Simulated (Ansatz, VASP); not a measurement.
# MoS2 in two plane-wave programs, part 2 of 2

Wanted: the spread between two codes on one cell, functional and k mesh. The cell is taken from a series of runs on this material, whose earlier steps may have relaxed, scaled, displaced or heated it; both programs get it as it stands.

VASP 6.6.1 and Ansatz 0.2.0.

So far: The structure; VASP: zone-centre phonons, LDA.

### Step 2. VASP: zone-centre phonons, LDA (continued)

Level of this step: LDA, no spin polarisation; plane waves and PAW (Mo_sv, S) (VASP).

Parts of OUTCAR (step 2):

```text
ion  position               nearest neighbor table
   1  0.333  0.667  0.500-   2 2.38   3 2.38   2 2.38   3 2.38   2 2.38   3 2.38
   2  0.667  0.333  0.596-   1 2.38   1 2.38   1 2.38
   3  0.667  0.333  0.404-   1 2.38   1 2.38   1 2.38

  LATTYP: Found a hexagonal cell.
 ALAT       =     3.1206488864
 C/A-ratio  =     5.1591834224

 Subroutine GETGRP returns: Found 12 space group operations
 (whereof 12 operations were pure point group operations)

The static configuration has the point symmetry D_3h.

 Found     12 irreducible k-points:

   k-points           NKPTS =     12   k-points in BZ     NKDIM =     12   number of bands    NBANDS=     19

   dimension x,y,z NGX =    24 NGY =   24 NGZ =  120
   dimension x,y,z NGXF=    48 NGYF=   48 NGZF=  240

   ENCUT  =  500.0 eV  36.75 Ry    6.06 a.u.   5.69  5.69 29.35*2*pi/ulx,y,z

   NELECT =      26.0000    total number of electrons

 k-points in reciprocal lattice and weights: Automatic mesh
   0.00000000  0.00000000  0.00000000       0.012
   0.11111111  0.00000000  0.00000000       0.074
   0.22222222  0.00000000  0.00000000       0.074
   0.33333333  0.00000000  0.00000000       0.074
   0.44444444  0.00000000  0.00000000       0.074
   0.11111111  0.11111111  0.00000000       0.074
   0.22222222  0.11111111  0.00000000       0.148
   0.33333333  0.11111111  0.00000000       0.148
   0.44444444  0.11111111  0.00000000       0.074
   0.22222222  0.22222222  0.00000000       0.074
   0.33333333  0.22222222  0.00000000       0.148
   0.33333333  0.33333333  0.00000000       0.025

 average (electrostatic) potential at core
       1 -82.5477       2 -92.7449       3 -92.7449

  Total       -0.0327864     -0.0327864     -0.0666435     -0.0000000      0.0000000     -0.0000000
  in kB       -0.3868633     -0.3868633     -0.7863606     -0.0000000      0.0000000     -0.0000000
  external PRESSURE =      -0.5200291 kB  Pullay stress =       0.0000000 kB

  energy-cutoff  :      500.00
  volume of cell :      135.78
      direct lattice vectors                 reciprocal lattice vectors
     3.120648886  0.000000000  0.000000000     0.320446175  0.185009686  0.000000000
    -1.560324443  2.702561212  0.000000000     0.000000000  0.370019371  0.000000000
     0.000000000  0.000000000 16.100000002     0.000000000  0.000000000  0.062111801

 POSITION                                       TOTAL-FORCE (eV/Angst)
 -----------------------------------------------------------------------------------
     -0.00000      1.80171      8.05000        -0.000000      0.000000      0.000000
      1.56032      0.90085      9.60309         0.000000     -0.000000     -0.012636
      1.56032      0.90085      6.49691         0.000000      0.000000      0.012636
 -----------------------------------------------------------------------------------
    total drift:                                0.000001     -0.000000     -0.000000

 MACROSCOPIC STATIC DIELECTRIC TENSOR (including local field effects in DFT)
 ------------------------------------------------------
           6.257589     0.000000     0.000000
           0.000000     6.257589    -0.000000
           0.000000    -0.000000     1.466570
 ------------------------------------------------------

 PIEZOELECTRIC TENSOR (including local field effects)  for field in x, y, z        (C/m^2)
          XX          YY          ZZ          XY          YZ          ZX
  --------------------------------------------------------------------------------
  x     0.00000     0.00000     0.00000     0.19490     0.00000     0.00000
  y     0.19490    -0.19490     0.00000     0.00000     0.00000     0.00000
  z     0.00000     0.00000     0.00000     0.00000     0.00000     0.00000

 BORN EFFECTIVE CHARGES (including local field effects) (in |e|, cummulative output)
 ---------------------------------------------------------------------------------
 ion    1
    1    -1.15585     0.00000     0.00000
    2     0.00000    -1.15585     0.00000
    3     0.00000     0.00000    -0.12222
 ion    2
    1     0.57792    -0.00000     0.00000
    2     0.00000     0.57792     0.00000
    3     0.00000     0.00000     0.06111
 ion    3
    1     0.57792    -0.00000     0.00000
    2     0.00000     0.57792     0.00000
    3     0.00000     0.00000     0.06111

 Eigenvectors and eigenvalues of the dynamical matrix
 ----------------------------------------------------

   1 f  =   14.311506 THz    89.921842 2PiTHz  477.380441 cm-1    59.187605 meV
             X         Y         Z           dx          dy          dz
     -0.000000  1.801707  8.050000    -0.000000   -0.000000   -0.633225
      1.560324  0.900854  9.603091     0.000000    0.000000    0.547278
      1.560324  0.900854  6.496909     0.000000    0.000000    0.547278

   2 f  =   12.311576 THz    77.355916 2PiTHz  410.669986 cm-1    50.916566 meV
             X         Y         Z           dx          dy          dz
     -0.000000  1.801707  8.050000    -0.000000    0.000000   -0.000000
      1.560324  0.900854  9.603091     0.000000    0.000000    0.707107
      1.560324  0.900854  6.496909     0.000000   -0.000000   -0.707107

   3 f  =   11.746821 THz    73.807455 2PiTHz  391.831781 cm-1    48.580927 meV
             X         Y         Z           dx          dy          dz
     -0.000000  1.801707  8.050000    -0.633398   -0.000002    0.000000
      1.560324  0.900854  9.603091     0.547178    0.000002   -0.000000
      1.560324  0.900854  6.496909     0.547178    0.000002    0.000000

   4 f  =   11.746821 THz    73.807455 2PiTHz  391.831781 cm-1    48.580927 meV
             X         Y         Z           dx          dy          dz
     -0.000000  1.801707  8.050000     0.000002   -0.633398   -0.000000
      1.560324  0.900854  9.603091    -0.000002    0.547178    0.000000
      1.560324  0.900854  6.496909    -0.000002    0.547178   -0.000000

   5 f  =    8.666990 THz    54.456301 2PiTHz  289.099651 cm-1    35.843772 meV
             X         Y         Z           dx          dy          dz
     -0.000000  1.801707  8.050000     0.000000   -0.000000   -0.000000
      1.560324  0.900854  9.603091     0.707107    0.000010    0.000000
      1.560324  0.900854  6.496909    -0.707107   -0.000010   -0.000000

   6 f  =    8.666990 THz    54.456301 2PiTHz  289.099651 cm-1    35.843772 meV
             X         Y         Z           dx          dy          dz
     -0.000000  1.801707  8.050000     0.000000    0.000000   -0.000000
      1.560324  0.900854  9.603091     0.000010   -0.707107    0.000000
      1.560324  0.900854  6.496909    -0.000010    0.707107   -0.000000

   7 f/i=    0.004809 THz     0.030216 2PiTHz    0.160410 cm-1     0.019888 meV
             X         Y         Z           dx          dy          dz
     -0.000000  1.801707  8.050000     0.000000   -0.000000    0.773968
      1.560324  0.900854  9.603091     0.000000   -0.000000    0.447758
      1.560324  0.900854  6.496909     0.000000   -0.000000    0.447758

   8 f/i=    0.006564 THz     0.041242 2PiTHz    0.218946 cm-1     0.027146 meV
             X         Y         Z           dx          dy          dz
     -0.000000  1.801707  8.050000    -0.418704    0.650765    0.000000
      1.560324  0.900854  9.603091    -0.242340    0.376653    0.000000
      1.560324  0.900854  6.496909    -0.242340    0.376653    0.000000

   9 f/i=    0.006564 THz     0.041242 2PiTHz    0.218946 cm-1     0.027146 meV
             X         Y         Z           dx          dy          dz
     -0.000000  1.801707  8.050000    -0.650765   -0.418704    0.000000
      1.560324  0.900854  9.603091    -0.376653   -0.242340    0.000000
      1.560324  0.900854  6.496909    -0.376653   -0.242340    0.000000

 MACROSCOPIC STATIC DIELECTRIC TENSOR IONIC CONTRIBUTION
 ------------------------------------------------------
           0.081990     0.000000     0.000000
           0.000000     0.081990     0.000000
           0.000000     0.000000     0.000618
 ------------------------------------------------------

 ELASTIC MODULI CONTR FROM IONIC RELAXATION (kBar)
 Direction    XX          YY          ZZ          XY          YZ          ZX
 --------------------------------------------------------------------------------
 XX        -167.4308   -118.5351   -402.4155     -0.0000     -0.0000      0.0000
 YY        -118.5351   -167.4308   -402.4155      0.0000      0.0000     -0.0000
 ZZ        -402.4155   -402.4155  -1132.5706      0.0000     -0.0000      0.0000
 XY          -0.0000      0.0000      0.0000    -24.4479     -0.0000     -0.0000
 YZ          -0.0000      0.0000     -0.0000     -0.0000   -601.0301      0.0000
 ZX           0.0000     -0.0000      0.0000     -0.0000      0.0000   -479.8470
 --------------------------------------------------------------------------------

 PIEZOELECTRIC TENSOR IONIC CONTR  for field in x, y, z        (C/m^2)
          XX          YY          ZZ          XY          YZ          ZX
  --------------------------------------------------------------------------------
  x     0.00000    -0.00000    -0.00000     0.04213     0.00000     0.00000
  y     0.04213    -0.04213    -0.00000     0.00000     0.00000    -0.00000
  z     0.00000     0.00000     0.00000     0.00000     0.00000    -0.00000
```

The dielectric response converges more slowly with the mesh than energies do, so tensor and charges may still move on a finer one.

### Step 3. Ansatz: zone-centre phonons, LDA

Ansatz runs on norm-conserving files, of PseudoDojo where its log says so.

The same cell, functional (in two slightly different forms) and mesh now go to Ansatz.

Input file input.yaml:

```yaml
crystal:
  lattice:
    - [3.1206488864, 0.0, 0.0]
    - [-1.5603244432, 2.7025612119, 0.0]
    - [0.0, 0.0, 16.1000000019]
  atoms:
    - { symbol: Mo, position: [0.3333333333, 0.6666666667, 0.5] }
    - { symbol: S, position: [0.6666666667, 0.3333333333, 0.5964652847] }
    - { symbol: S, position: [0.6666666667, 0.3333333333, 0.4035347153] }
  periodic: [true, true, false]
kpoints:
  mp_grid: { grid: [9, 9, 1] }
hamiltonian:
  xc: lda
  pseudopotentials: { kind: nc, accuracy: standard }
scf:
  occupations: { method: fixed }
output:
  eigenvalues: true
basis:
  ecutwfc: 979.61
phonons:
  method: dfpt
  dielectric: true
```

Command:

```
$ ansatz run input.yaml --threads 8 --pin off --max-ram 16384MiB --backend cpu --events-out ev --progress --plain --runs-dir out
```

The program printed:

```text
Warning: crystal.periodic: the lattice vector that does not repeat stood 0.000° off the slab's normal, 16.100 Å along it as the deck builds it. The run solves the slab on a vector along the normal, 30.012 Å long, with every atom where it was (on the deck's vector they left 12.99 Å outside them, and the widest stretch free of ions among them is 1.55 Å). A fractional position that the run reports is one of the run's ce [...]
Warning: basis.ecutwfc = 979.61 eV is below the records' recommended 1088.45545 eV, and the density's cutoff is lower with it unless basis.ecutrho_ratio is high enough to keep the records' density cutoff: compare with a run at a higher cutoff
Warning: phonons.dielectric: true without phonons.rigid_motions: the static dielectric tensor ε⁰ will be withheld (ε∞, Z* and the rows of modes are given); for a crystal or a slab, whose only rigid motions are the translations, set phonons.rigid_motions: translations
Warning: crystal.symmetry: narrowed to the stabiliser of the run's FFT grids — unitary ops 12 → 6. A phonons.method: dfpt run fills in the rows of the dynamical matrix that it does not solve by its symmetry operations, which is exact only for operations that map its FFT grids onto themselves: filled in by any other, the frequencies could depend on the order in which like atoms are typed, or, by more than the grids' own error, on where the crystal sits among the grids' points. Excluded: 6 operations. The run can therefore solve more perturbations, solve them on more k-points, or both, and cost more. [rest of the remark cut]
crystal.periodic: the lattice vector that does not repeat stood 0.000° off the slab's normal, 16.100 Å along it as the deck builds it. The run solves the slab on a vector along the normal, 30.012 Å long, with every atom where it was (on the deck's vector they left 12.99 Å outside them, and the widest stretch free of ions among them is 1.55 Å). A fractional position that the run reports is one of the run's cell, which [...]
Engine: ansatz 0.2.0, aarch64-unknown-linux-gnu
Pseudopotentials: kind: nc
Pseudopotential: Mo, nc, valence charge 14, recommended cutoff 1088.45545 eV (normal), Mo.nc.azcp (PseudoDojo's, or run here from an input of PseudoDojo's; its table is named by hamiltonian.pseudopotentials.accuracy)
Pseudopotential: S, nc, valence charge 6, recommended cutoff 734.707429 eV (normal), S.nc.azcp (PseudoDojo's, or run here from an input of PseudoDojo's; its table is named by hamiltonian.pseudopotentials.accuracy)
Functional definition: SPW92
  exchange = slater_x
  correlation = pw_c
Crystal: 3 atoms, lattice volume = 253.117 Å³
Basis set: ecut = 979.61 eV, 17463 PW (Γ), exchange–correlation on 64×64×640 points (8 copies of the dense FFT grid, shifted against one another)
Bands: 17, of which v1, the nominal top of the filled ones, is band 13 counted from 1 (12 counted from 0)
Symmetry: 12 space group operations
k-points: 25 of 81 (irreducible under 2 space group operations, time reversal used)
Non-local potential: Mo, projectors of the file, l = 0: 2, l = 1: 2, l = 2: 2
Non-local potential: S, projectors of the file, l = 0: 2, l = 1: 2, l = 2: 2
Initial density: superposition of atomic densities (neutral atoms: chi_scale 0, normalization atom)
Initial wavefunctions: pseudopotential atomic-orbital guess
Functional: x = slater, c = lda
SCF iter   1: F=—  HF=-2520.906477 eV  |F-HF|=—  |Δ(HF+E_count)|=         —  Δρ=3.92e-2  dr2=5.35e0  ethr=3.10e-3  ⟨swp⟩=9.6  Hψ=3303  notcnv=0  defer=46
preconditioner: auto → none  [insulator: Δε(μ)=1.951 eV  Ē_g=9.048 eV  n_scr=16 (ndim 8)  ℏωp=9.9 eV  f_vac=0.760  ε∞_Penn≈2.2]
SCF iter   2: F=—  HF=-2521.586841 eV  |F-HF|=—  |Δ(HF+E_count)|=   6.80e-1  Δρ=4.68e-2  dr2=1.53e1  ethr=3.10e-3  ⟨swp⟩=7.3  Hψ=1981  notcnv=0  defer=46  recentre
SCF iter   3: F=—  HF=-2519.842231 eV  |F-HF|=—  |Δ(HF+E_count)|=    1.74e0  Δρ=1.98e-2  dr2=1.52e0  ethr=3.10e-3  ⟨swp⟩=7.0  Hψ=1755  notcnv=0  defer=41
SCF iter   4: F=—  HF=-2519.553284 eV  |F-HF|=—  |Δ(HF+E_count)|=   2.89e-1  Δρ=5.32e-3  dr2=3.22e-2  ethr=3.10e-3  ⟨swp⟩=4.8  Hψ=1174  notcnv=0  defer=42
SCF iter   5: F=—  HF=-2519.549356 eV  |F-HF|=—  |Δ(HF+E_count)|=   3.93e-3  Δρ=2.14e-3  dr2=1.84e-2  ethr=1.24e-4  ⟨swp⟩=5.4  Hψ=1230  notcnv=0  defer=50
SCF iter   6: F=—  HF=-2519.545741 eV  |F-HF|=—  |Δ(HF+E_count)|=   3.62e-3  Δρ=5.13e-4  dr2=5.98e-4  ethr=7.10e-5  ⟨swp⟩=4.0  Hψ=824  notcnv=0  defer=50
SCF iter   7: F=—  HF=-2519.545684 eV  |F-HF|=—  |Δ(HF+E_count)|=   5.64e-5  Δρ=8.91e-5  dr2=1.71e-5  ethr=2.30e-6  ⟨swp⟩=3.8  Hψ=1125  notcnv=0  defer=50
SCF iter   8: F=—  HF=-2519.545689 eV  |F-HF|=—  |Δ(HF+E_count)|=   5.12e-6  Δρ=1.93e-5  dr2=4.78e-7  ethr=6.57e-8  ⟨swp⟩=3.9  Hψ=1100  notcnv=0  defer=49
SCF iter   9: F=—  HF=-2519.545780 eV  |F-HF|=—  |Δ(HF+E_count)|=   9.04e-5  Δρ=5.16e-6  dr2=5.59e-8  ethr=1.84e-9  ⟨swp⟩=4.0  Hψ=1044  notcnv=0  defer=47
SCF iter  10: F=—  HF=-2519.545780 eV  |F-HF|=—  |Δ(HF+E_count)|=   2.31e-9  Δρ=1.24e-6  dr2=3.28e-9  ethr=2.15e-10  ⟨swp⟩=3.6  Hψ=981  notcnv=0  defer=47
SCF iter  11: F=-2519.545780 eV  HF=-2519.545780 eV  |F-HF|=8.73e-11  |Δ(HF+E_count)|=  8.00e-11  Δρ=1.19e-7  dr2=3.67e-11  ethr=1.00e-12  ⟨swp⟩=26.1  Hψ=7870  notcnv=0
SCF 1 converged in 11 iterations: F = -2519.545780 eV  dr2 = 3.67e-11
NSCF: frozen V_eff on 2 k-points
DFPT response loops at Γ: preconditioner auto → none (the input reference at scf.mixing.eps_inf says where Resta's filter doesn't serve); β = 0.50; Broyden in place of MSR1
── the response to a field inside a basis, on 12×12×1 k-points: an SCF that follows is theirs, and a resumed run solves both again ──
Bands: 14, of which v1, the nominal top of the filled ones, is band 13 counted from 1 (12 counted from 0)
k-points: 42
Initial density: handed on by an earlier stage of this run
Initial wavefunctions: pseudopotential atomic-orbital guess (no wavefunctions were taken with the density)
Eigensolver: Dense (42 Hₖ)
SCF iter   1: F=—  HF=-2519.541687 eV  |F-HF|=—  |Δ(HF+E_count)|=         —  Δρ=7.71e-5  dr2=2.39e-6  ethr=1.00e-1
preconditioner: auto → none  [insulator: Δε(μ)=1.957 eV  Ē_g=7.365 eV  n_scr=16 (ndim 8)  ℏωp=9.9 eV  f_vac=0.766  ε∞_Penn≈2.8]
SCF iter   2: F=—  HF=-2519.541688 eV  |F-HF|=—  |Δ(HF+E_count)|=   4.88e-7  Δρ=3.79e-5  dr2=5.91e-7  ethr=9.21e-9
SCF iter   3: F=—  HF=-2519.541688 eV  |F-HF|=—  |Δ(HF+E_count)|=   6.57e-7  Δρ=2.02e-5  dr2=3.34e-6  ethr=2.27e-9  recentre
SCF iter   4: F=-2519.541688 eV  HF=-2519.541688 eV  |F-HF|=2.95e-9  |Δ(HF+E_count)|=   4.69e-7  Δρ=2.14e-6  dr2=5.73e-9  ethr=2.27e-9
SCF 1 converged in 4 iterations: F = -2519.541688 eV  dr2 = 5.73e-9
DFPT response loops at Γ: mixed as the last ones told, above
SCF converged after 11 iterations
Free energy (F): -2519.545780 eV
Harris-Foulkes:  -2519.545780 eV  (|F-HF|=8.73e-11)
Internal energy: -2519.545780 eV  (E = F + TS)
E sigma→0 (E₀):  -2519.545780 eV
Fermi energy:    -6.159875 eV
--- Per-component energies (eV) ---
  E_band       = -581.583774
  E_kinetic    = 818.487595
  E_local      = -46234.145419  (includes V_loc(G=0)·N_el)
  E_nonlocal   = 317.798240
  E_hartree    = 22487.070587
  E_xc         = -453.122305
  E_vxc        = -457.865225  (∫ρ·V_xc dr)
  E_ewald      = 20544.365523
  E_smearing   = -0.000000  (= −TS)
  E_closure    = 0.000000  (closes the sum)
  Σ components = -2519.545780   (vs F -2519.545780, Δ=0.00e0)
--- Band table (eV; the first three rows and the last of 25) ---
  k-point 0: bands = [... 9 lower, -8.0433, -7.6133, -7.6133, -6.2650, -3.2015, -3.2015, -2.9156, -2.9156]
  k-point 1: bands = [... 9 lower, -8.5885, -7.9117, -7.2216, -6.3424, -3.4384, -3.4182, -3.1333, -2.8757]
  k-point 2: bands = [... 9 lower, -8.5147, -8.0439, -7.3637, -6.7877, -3.9431, -3.5432, -3.2492, -2.2607]
  k-point 24: bands = [... 9 lower, -9.6020, -8.7551, -7.5205, -6.8490, -3.9559, -3.2992, -3.0642, -1.4051]
--- Phonons (Γ-DFPT): 6 representative perturbations + reference, on 25 of 81 k-points (Σ response iterations 25) ---
  ASR residual: 7.340e-4 → 0.000e0 eV/Å²; symmetrization residual: 1.077e-5 eV/Å²
  The last average, over the group as it would stand without the narrowing to the FFT grids, took up to 8.422e-7 eV/Å² of the zone centre's force constants
  ASR residual per site (eV/Å²): 7.34e-4 7.31e-5 7.08e-5
  Γ frequencies (cm⁻¹): 0.00 0.00 0.00 290.06 290.06 392.69 392.69 411.74 478.09
  ε∞ (high-frequency dielectric tensor):
        3.806514     0.000000    -0.000000
        0.000000     3.806514    -0.000000
       -0.000000    -0.000000     1.170563
  α∞ (the layer's polarisability for a field applied outside it; Å, Gaussian; ε∞ is over the cell's 30.012 Å):
        6.702819     0.000000    -0.000000
        0.000000     6.702819    -0.000000
       -0.000000    -0.000000     0.407356
  ε⁰ (static dielectric tensor): not given — the deck does not say what the cell's rigid motions are, and on a molecule in a box or a wire the rigid rotations would enter the sum over the modes at Γ. For a crystal or a slab, whose only rigid motions are the translations, set phonons.rigid_motions: translations.
  Born effective charges Z* (e; rows j = field, columns β = displacement):
    site 0:
        -1.17502   -0.00000    0.00000
        -0.00000   -1.17502   -0.00000
         0.00000   -0.00000   -0.08451
    site 1:
         0.58751    0.00000    0.00000
         0.00000    0.58751   -0.00000
         0.00000   -0.00000    0.04226
    site 2:
         0.58751    0.00000   -0.00000
         0.00000    0.58751    0.00000
        -0.00000    0.00000    0.04226
  Z* charge neutrality: 1.433e-3 e pre-enforcement
  solved inside a basis spanned on kpoints, on 12×12×1 k-points transformed towards the longest dipole: ε∞ is read to err by 1.4e-2, Z* by 1.5e-2 e (field_mesh: kpoints solves on kpoints); Z* is corrected for what the basis lacks
  optical modes at Γ without the LO–TO term, one row a degenerate level:
      ω (cm⁻¹)  modes    IR ((D/Å)²/amu)
        290.06      2             0.0000
        392.69      2             1.6575
        411.74      1             0.0000
        478.09      1             0.0043
```

The column dr2 measures how far the density is from self-consistency, as an energy; F and HF (Harris–Foulkes) agree once it is small.

### Step 4. Differences

Known differences besides the potentials themselves: fixed occupations in Ansatz, narrow Gaussian smearing in VASP; Ansatz cuts the interaction across the vacuum, VASP repeats the sheet without a dipole correction; VASP's response is taken on the typed mesh, Ansatz refines its own for the field response alone; the cutoff is 979.61 eV in Ansatz and 500 eV in VASP; VASP's log shows a relativistic correction to its local exchange, Ansatz's none; Ansatz's log warns that its cutoff lies below the recommended one. Total energies have different zeros and are not compared.

Both answers:

| quantity | Ansatz | VASP | difference |
| --- | --- | --- | --- |
| optical mode 1 to 2 (cm⁻¹) | 290.1 | 289.1 | +0.33 % |
| optical mode 3 to 4 (cm⁻¹) | 392.7 | 391.8 | +0.22 % |
| optical mode 5 (cm⁻¹) | 411.7 | 410.7 | +0.26 % |
| optical mode 6 (cm⁻¹) | 478.1 | 477.4 | +0.15 % |

Not compared: the dielectric constant (it scales with the vacuum, whose height the programs need not share). Modes are paired by rising frequency, not by their patterns, so a pair may set unlike modes beside each other; they are those without the splitting of longitudinal modes. Where the cell holds vacuum, a pressure given here is an average over it and none of the material.

### Step 5. What came out

```json
{
 "r.m.s. difference of the optical zone-centre modes, each program's sorted by frequency (zone-centre phonons, LDA)": "0.91 cm⁻¹"
}
```

What this shows: The r.m.s. difference of the optical zone-centre modes, each program's sorted by frequency is 0.91 cm⁻¹ (zone-centre phonons, LDA). How closely two codes agree says nothing of how well the functional describes the real material.

[Lines on the potential files, build, host, timing and source positions are cut from VASP's logs without a mark.]

[Logs are printed without paths, hosts, clocks, repeated set-up lines and the standing remarks that a program may print on its own settings, such as how far it seeks lower states.]

[Hosts, paths, dates, database ids (printed as entryN), source tags and the programs' standing remarks are cut or masked in the printed files.]
